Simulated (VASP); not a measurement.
Output of a VASP run:

File OUTCAR:
```
 ion  position               nearest neighbor table
   1  0.333  0.667  0.250-   2 3.39   2 3.39   2 3.39   2 3.39   2 3.39   2 3.39
   2  0.667  0.333  0.750-   1 3.39   1 3.39   1 3.39   1 3.39   1 3.39   1 3.39
  LATTYP: Found a hexagonal cell.
 ALAT       =     3.5187034166
 C/A-ratio  =     1.5433167226
 Subroutine PRICEL returns:
 Original cell was already a primitive cell.
 Subroutine GETGRP returns: Found 24 space group operations
The static configuration has the point symmetry D_3d.
 The point group associated with its full space group is D_6h.
The dynamic configuration has the point symmetry D_3d.
 Subroutine INISYM returns: Found 24 space group operations
 Subroutine IBZKPT returns following result:
 Found     64 irreducible k-points:

 Following reciprocal coordinates:
            Coordinates               Weight
  0.000000  0.000000  0.000000      1.000000
  0.090909 -0.000000  0.000000      6.000000
  0.181818 -0.000000  0.000000      6.000000
  0.272727 -0.000000  0.000000      6.000000
  0.363636 -0.000000  0.000000      6.000000
  0.454545 -0.000000  0.000000      6.000000
  0.090909  0.090909  0.000000      6.000000
  0.181818  0.090909  0.000000     12.000000
  0.272727  0.090909  0.000000     12.000000
  0.363636  0.090909  0.000000     12.000000
  0.454545  0.090909  0.000000      6.000000
  0.181818  0.181818  0.000000      6.000000
  0.272727  0.181818  0.000000     12.000000
  0.363636  0.181818  0.000000     12.000000
  0.272727  0.272727  0.000000      6.000000
  0.363636  0.272727  0.000000      6.000000
  0.000000  0.000000  0.166667      2.000000
  0.090909 -0.000000  0.166667     12.000000
  0.181818 -0.000000  0.166667     12.000000
  0.272727 -0.000000  0.166667     12.000000
  0.363636 -0.000000  0.166667     12.000000
  0.454545 -0.000000  0.166667     12.000000
  0.090909  0.090909  0.166667     12.000000
  0.181818  0.090909  0.166667     24.000000
  0.272727  0.090909  0.166667     24.000000
  0.363636  0.090909  0.166667     24.000000
  0.454545  0.090909  0.166667     12.000000
  0.181818  0.181818  0.166667     12.000000
  0.272727  0.181818  0.166667     24.000000
  0.363636  0.181818  0.166667     24.000000
  0.272727  0.272727  0.166667     12.000000
  0.363636  0.272727  0.166667     12.000000
  0.000000  0.000000  0.333333      2.000000
  0.090909 -0.000000  0.333333     12.000000
  0.181818 -0.000000  0.333333     12.000000
  0.272727 -0.000000  0.333333     12.000000
  0.363636 -0.000000  0.333333     12.000000
  0.454545 -0.000000  0.333333     12.000000
  0.090909  0.090909  0.333333     12.000000
  0.181818  0.090909  0.333333     24.000000
   k-points           NKPTS =     64   k-points in BZ     NKDIM =     64   number of bands    NBANDS=     13
   number of dos      NEDOS =    301   number of ions     NIONS =      2
   total plane-waves  NPLWV =  31360
   dimension x,y,z NGX =    28 NGY =   28 NGZ =   40
   dimension x,y,z NGXF=    56 NGYF=   56 NGZF=   80
   ions per type =               2
   PREC   = accura    normal or accurate (medium, high low for compatibility)
   ISTART =      0    job   : 0-new  1-cont  2-samecut
   ICHARG =      2    charge: 1-file 2-atom 10-const
   ISPIN  =      1    spin polarized calculation?
   LNONCOLLINEAR =      F non collinear calculations
   LSORBIT =      F    spin-orbit coupling
   INIWAV =      1    electr: 0-lowe 1-rand  2-diag
   ENCUT  =  520.0 eV  38.22 Ry    6.18 a.u.   6.54  6.54 10.10*2*pi/ulx,y,z
   NELM   =    100;   NELMIN=  2; NELMDL= -5     # of ELM steps
   EDIFF  = 0.1E-05   stopping-criterion for ELM
   LREAL  =      F    real-space projection
   NLSPLINE    = F    spline interpolate recip. space projectors
   LMAXMIX     =    6 max onsite mixed and CHGCAR
   VOSKOWN=      0    Vosko Wilk Nusair interpolation
   EDIFFG = -.1E-01   stopping-criterion for IOM
   NSW    =     60    number of steps for IOM
...
```

**OSZICAR**
```
       N       E                     dE             d eps       ncg     rms          rms(c)
DAV:   1     0.685432447937E+02    0.68543E+02   -0.84126E+03  1672   0.131E+03
DAV:   2     0.351179570914E+00   -0.68192E+02   -0.67027E+02  1753   0.394E+02
DAV:   3    -0.389699727084E+01   -0.42482E+01   -0.39916E+01  2723   0.614E+01
DAV:   4    -0.400619164964E+01   -0.10919E+00   -0.10876E+00  2641   0.789E+00
DAV:   5    -0.400717671652E+01   -0.98507E-03   -0.98591E-03  2351   0.735E-01    0.240E+01
DAV:   6    -0.401974273887E+01   -0.12566E-01   -0.27112E-02  2618   0.196E+00    0.143E+01
DAV:   7    -0.403837844840E+01   -0.18636E-01   -0.52331E-02  2535   0.270E+00    0.378E-01
DAV:   8    -0.403835587699E+01    0.22571E-04   -0.30788E-03  2177   0.498E-01    0.642E-02
DAV:   9    -0.403839361457E+01   -0.37738E-04   -0.20293E-04  2702   0.149E-01    0.290E-02
DAV:  10    -0.403839255130E+01    0.10633E-05   -0.29657E-05  2378   0.514E-02    0.437E-02
DAV:  11    -0.403839292120E+01   -0.36990E-06   -0.40488E-06  1834   0.192E-02
   1 F= -.40383929E+01 E0= -.40393539E+01  d E =-.403839E+01
```

File OUTCAR:
```
------------------------ aborting loop because EDIFF is reached ----------------------------------------
  FORCE on cell =-STRESS in cart. coord.  units (eV):
  Direction    XX          YY          ZZ          XY          YZ          ZX
  --------------------------------------------------------------------------------------
  Total       -0.0102744     -0.0102744     -0.0008285      0.0000000     -0.0000000      0.0000000
  in kB       -0.2827056     -0.2827056     -0.0227973      0.0000000     -0.0000000      0.0000000
  external PRESSURE =      -0.1960695 kB  Pullay stress =       0.0000000 kB
  volume of cell :       58.23
      direct lattice vectors                 reciprocal lattice vectors
     1.759351678 -3.047286564  0.000000000     0.284195597 -0.164080401  0.000000000
     1.759351678  3.047286564  0.000000000     0.284195597  0.164080401  0.000000000
     0.000000000  0.000000000  5.430473825     0.000000000  0.000000000  0.184145994
 POSITION                                       TOTAL-FORCE (eV/Angst)
 -----------------------------------------------------------------------------------
      1.75935      1.01576      1.35762         0.000000      0.000000      0.000000
      1.75935     -1.01576      4.07286        -0.000000     -0.000000      0.000000
 -----------------------------------------------------------------------------------
    total drift:                                0.000000      0.000068     -0.000012
  FREE ENERGIE OF THE ION-ELECTRON SYSTEM (eV)
  ---------------------------------------------------
  free  energy   TOTEN  =        -4.0383929212 eV

  energy  without entropy=       -4.0412757452  energy(sigma->0) =       -4.03935386

 reached required accuracy - stopping structural energy minimisation
```
(Selected blocks of OUTCAR.)

**POSCAR**
```
Tm
1
    1.7593516783    -3.0472865645     0.0000000000
    1.7593516783     3.0472865645    -0.0000000000
   -0.0000000000     0.0000000000     5.4304738249
Tm
2
Direct
  0.3333330000   0.6666670000   0.2500000000
  0.6666670000   0.3333330000   0.7500000000
```

**Question.** Write an INCAR and KPOINTS that could have produced this output.

**Answer.** Several could match; the one computed here: the input of the run itself, optB86b-vdW, plane waves, VASP's PBE PAW potentials (set 64).

**INCAR**
```
SYSTEM = Tm
PREC = Accurate; ENCUT = 520; LREAL = F
LASPH = T
EDIFF = 1E-6; NELM = 100; ALGO = Normal
LMAXMIX = 6
ISMEAR = 1; SIGMA = 0.1
GGA = MK; LUSE_VDW = T; AGGAC = 0.0
PARAM1 = 0.1234; PARAM2 = 1.0
IBRION = 2; NSW = 60; ISIF = 3
EDIFFG = -0.01
LWAVE = F; LCHARG = F
```

### KPOINTS
```
Automatic mesh
0
Gamma
11 11 6
0 0 0
```

POTCAR, in this order: Tm_3 (PBE.64 set). Program: vasp_std.

The 4f electrons are frozen in the core of the lanthanide potential, so 4f levels, which can set the real gap, and their magnetism are missing.

The compound is Tm in the hcp structure. It was relaxed first. The start is the result of an earlier pass.
